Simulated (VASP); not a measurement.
Set up this calculation in VASP 6.6.1, as the native input.

```yaml
Task: single point
Functional: LDA
Potentials_or_basis: VASP PAW LDA potentials, release 64 (Se)
Cutoff: 520 eV
k_mesh: 5 × 5 × 5
Occupations: fermi-dirac, width 0.1 eV
Spin: no spin polarisation
Dipole_correction: no
Further_INCAR_settings: ALGO = Normal; EDIFF = 1e-07; NBANDS = 13
```

The structure of Se lies in POSCAR:

```
Se
1.0
    0.0000000000      3.1255700000      3.1255700000
    3.1255700000      0.0000000000      3.1255700000
    3.1255700000      3.1255700000      0.0000000000
Se
2
Direct
    0.5000000000      0.5000000000      0.5000000000
    0.7500000000      0.7500000000      0.7500000000
```

This isn't the form of Se at room conditions, which is trigonal, of chains.

One way to write it, as run:

INCAR

```
PREC = Accurate
ENCUT = 520
EDIFF = 1E-7
ISMEAR = -1
SIGMA = 0.1
LREAL = F
LASPH = T
NELM = 100
ALGO = Normal
ISIF = 2
LWAVE = F
LCHARG = T
GGA = CA
LELF = T
LVHAR = T
NBANDS = 13
```

KPOINTS

```
regular mesh
0
Gamma
  5 5 5
```

Potentials or basis: VASP PAW LDA potentials, release 64 (Se).

Run with:

```sh
$ cat potpaw_LDA.64/Se/POTCAR > POTCAR
$ mpirun -np 1 vasp_std > vasp.out
```

Results of the run:

| Quantity | Value |
| --- | --- |
| Pressure | -1.7 GPa |
| Band gap on the k mesh | none (metal or under the smearing width) |

It used 5.2 s of CPU time on 1 thread of Intel(R) Xeon(R) Platinum 8559C (Emerald Rapids), on a shared host, which was overloaded at the time.
